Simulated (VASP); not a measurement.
Computed with PBE GGA, VASP's PBE PAW potentials (set 64) (plane waves; VASP).

A VASP calculation is set up with these files.

### POSCAR
```
NiSb
1
    1.9621260000    -3.4300150000     0.0000000000
    1.9621260000     3.4300150000     0.0000000000
    0.0000000000     0.0000000000     5.0886950000
Ni Sb
2 2
Direct
  0.0000000000   0.0000000000   0.5000000000
  0.0000000000   0.0000000000   0.0000000000
  0.3333330000   0.6666670000   0.2500000000
  0.6897540000   0.3564200000   0.7500000000
```

INCAR:
```
# general
SYSTEM =NiSb
PREC   =Accurate
ENCUT  =400
LREAL  =.FALSE.
LASPH  =.TRUE.

# electronic loop
EDIFF  =1E-6
NELM   =100
ALGO   =Normal
LMAXMIX=4

# smearing
ISMEAR =1
SIGMA  =0.1

# functional
GGA    =PE

# ions
ISIF   =2

# output
LWAVE  =.FALSE.
LCHARG =.FALSE.
```

File KPOINTS:
```
Automatic mesh
0
Monkhorst-Pack
6 6 4
0 0 0
```

POTCAR, in this order: Ni Sb (PBE.64 set). Program: vasp_std.

The resulting files:

OSZICAR:
```
       N       E                     dE             d eps       ncg     rms          rms(c)
DAV:   1     0.152001096245E+03    0.15200E+03   -0.10601E+04  1376   0.132E+03
DAV:   2    -0.137131040995E+02   -0.16571E+03   -0.16119E+03  1377   0.298E+02
DAV:   3    -0.214596086276E+02   -0.77465E+01   -0.74916E+01  1544   0.793E+01
DAV:   4    -0.216713150780E+02   -0.21171E+00   -0.21038E+00  1550   0.126E+01
DAV:   5    -0.216782486500E+02   -0.69336E-02   -0.69319E-02  1614   0.242E+00    0.133E+01
DAV:   6    -0.242004573702E+02   -0.25222E+01   -0.34808E+01  1473   0.108E+02    0.171E+01
DAV:   7    -0.202764948394E+02    0.39240E+01   -0.12744E+01  1482   0.759E+01    0.392E+00
DAV:   8    -0.203371765481E+02   -0.60682E-01   -0.15723E+00  1914   0.112E+01    0.272E+00
DAV:   9    -0.202717825160E+02    0.65394E-01   -0.28109E-01  1531   0.915E+00    0.617E-01
DAV:  10    -0.202725647471E+02   -0.78223E-03   -0.91998E-03  1455   0.952E-01    0.457E-01
DAV:  11    -0.202721770197E+02    0.38773E-03   -0.69394E-04  1818   0.233E-01    0.121E-01
DAV:  12    -0.202720733900E+02    0.10363E-03   -0.51686E-04  2027   0.336E-01    0.318E-02
DAV:  13    -0.202720750877E+02   -0.16977E-05   -0.41390E-05  1434   0.508E-02    0.258E-02
DAV:  14    -0.202720746471E+02    0.44066E-06   -0.20465E-06   976   0.142E-02
   1 F= -.20272075E+02 E0= -.20272375E+02  d E =0.899726E-03
```

OUTCAR:
```
------------------------ aborting loop because EDIFF is reached ----------------------------------------
  FORCE on cell =-STRESS in cart. coord.  units (eV):
  Direction    XX          YY          ZZ          XY          YZ          ZX
  --------------------------------------------------------------------------------------
  Total        1.6702225      1.1277589      1.8371606      0.5514775      0.0000000      0.0000000
  in kB       39.0683957     26.3795574     42.9732673     12.8996838      0.0000000      0.0000000
  external PRESSURE =      36.1404068 kB  Pullay stress =       0.0000000 kB
  volume of cell :       68.50
      direct lattice vectors                 reciprocal lattice vectors
     1.962126000 -3.430015000  0.000000000     0.254825633 -0.145771957  0.000000000
     1.962126000  3.430015000  0.000000000     0.254825633  0.145771957  0.000000000
     0.000000000  0.000000000  5.088695000     0.000000000  0.000000000  0.196514037
 POSITION                                       TOTAL-FORCE (eV/Angst)
 -----------------------------------------------------------------------------------
      0.00000      0.00000      2.54435         0.311934      0.036413     -0.038926
      0.00000      0.00000      0.00000         0.311934      0.036413      0.038926
      1.96213      1.14334      1.27217         0.087452      0.069535      0.000000
      2.05273     -1.14334      3.81652        -0.711319     -0.142362      0.000000
 -----------------------------------------------------------------------------------
    total drift:                               -0.000119      0.000003     -0.000000
  FREE ENERGIE OF THE ION-ELECTRON SYSTEM (eV)
  ---------------------------------------------------
  free  energy   TOTEN  =       -20.2720746471 eV

  energy  without entropy=      -20.2729743727  energy(sigma->0) =      -20.27237456
```
(Selected blocks of OUTCAR.)

File OUTCAR:
```
 val. band max:       10.0297612138   @ k =   0.0833   0.0833   0.1250

 cond. band min:      10.0628668103   @ k =  -0.0833   0.0833   0.1250


 Fermi energy:        10.0375899066

 k-point     1 :       0.0833    0.0833    0.1250
  band No.  band energies     occupation
      1      -2.5961      2.00000
      2       1.1895      2.00000
      3       4.5690      2.00000
      4       6.1783      2.00000
      5       6.2017      2.00000
      6       6.7828      2.00000
      7       7.3086      2.00000
      8       7.3185      2.00000
      9       7.7124      2.00000
     10       7.9284      2.00000
     11       8.5516      2.00000
     12       8.6260      2.00000
     13       9.4110      2.00000
     14       9.8202      2.00876
     15      10.0298      1.13206
     16      11.9446     -0.00000
     17      12.4281      0.00000
     18      13.5621      0.00000
     19      14.8521      0.00000

 k-point     2 :       0.2500    0.0833    0.1250
  band No.  band energies     occupation
      1      -1.7594      2.00000
      2       1.1734      2.00000
      3       4.6590      2.00000
      4       5.6170      2.00000
      5       6.2761      2.00000
      6       6.4978      2.00000
      7       7.0263      2.00000
      8       7.1943      2.00000
      9       7.4918      2.00000
     10       8.0652      2.00000
     11       8.1459      2.00000
     12       8.4656      2.00000
     13       8.7196      2.00000
     14       8.9945      2.00000
     15       9.5891      2.00000
     16      10.5768     -0.00000
     17      12.1782      0.00000
     18      12.8954      0.00000
     19      14.4185      0.00000

 k-point     3 :       0.0833    0.2500   -0.1250
  band No.  band energies     occupation
      1      -1.7653      2.00000
      2       1.2119      2.00000
      3       4.6483      2.00000
      4       5.5251      2.00000
      5       6.2971      2.00000
      6       6.5550      2.00000
      7       7.0619      2.00000
...
```

Unless said otherwise, spin-orbit coupling is left out, though it shifts the bands of the heavy elements here.

The compound is NiSb in the NiAs type structure. The cell was not relaxed at this level, atoms are displaced from their ideal sites. The k-mesh is coarse (spacing up to 0.31 per Å, 2π included), so the numbers may not be converged in it. The run is one of a series of settings (KPOINTS 6×6×4 Monkhorst-Pack mesh against the base run), some of them coarse on purpose. The run is not spin-polarised, so no magnetic state was tried.
